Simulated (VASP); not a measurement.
Calculation: PBE GGA with D3 dispersion (zero damping), VASP's PBE PAW potentials (set 64) (plane waves; VASP 6.6.1).

Input for VASP

### INCAR
```
ALGO  =  Normal
EDIFF  =  1E-7
ENCUT  =  520
GGA  =  PE
ISIF  =  2
ISMEAR  =  -5
IVDW  =  11
LASPH  =  .True.
LCHARG  =  .True.
LEFG  =  .True.
LMAXMIX  =  4
LORBIT  =  11
LREAL  =  .False.
LWAVE  =  .False.
NEDOS  =  601
NELM  =  100
PREC  =  Accurate
SYSTEM  =  ZnS
```

File POSCAR:
```
ZnS
1
    1.9029229437    -3.2959591795     0.0000000000
    1.9029229437     3.2959591795     0.0000000000
    0.0000000000     0.0000000000     6.2328723797
Zn S
2 2
Direct
  0.6666670000   0.3333330000   0.5001183247
  0.3333330000   0.6666670000   0.0001183247
  0.6666670000   0.3333330000   0.8748816753
  0.3333330000   0.6666670000   0.3748816753
```

File KPOINTS:
```
Automatic
0
gamma
 8 8 4
```

POTCAR, in this order: Zn S (PBE.64 set). Program: vasp_std.

Question: Estimate the energy per atom (σ→0), dispersion energy.

Answer: 
| Quantity | Result |
|---|---|
| energy per atom (σ→0) | -3.688 eV/atom |
| dispersion energy | -1.081 eV |

**OSZICAR**
```
...
DAV:   9    -0.136715750322E+02   -0.81822E-03   -0.22772E-02  1816   0.262E+00    0.297E-01
DAV:  10    -0.136717103546E+02   -0.13532E-03   -0.13156E-03  1524   0.442E-01    0.191E-01
DAV:  11    -0.136719501792E+02   -0.23982E-03   -0.37037E-04  1464   0.134E-01    0.931E-02
DAV:  12    -0.136719480089E+02    0.21703E-05   -0.34244E-05  2054   0.100E-01    0.165E-02
DAV:  13    -0.136719508869E+02   -0.28780E-05   -0.66767E-06  1458   0.180E-02    0.842E-03
DAV:  14    -0.136719513530E+02   -0.46607E-06   -0.71590E-07  1570   0.884E-03    0.129E-03
DAV:  15    -0.136719513477E+02    0.53183E-08   -0.75429E-08  1026   0.212E-03
   1 F= -.14753338E+02 E0= -.14753338E+02  d E =0.000000E+00
```

The compound is ZnS in the wurtzite structure, the high-temperature form. It was relaxed first.
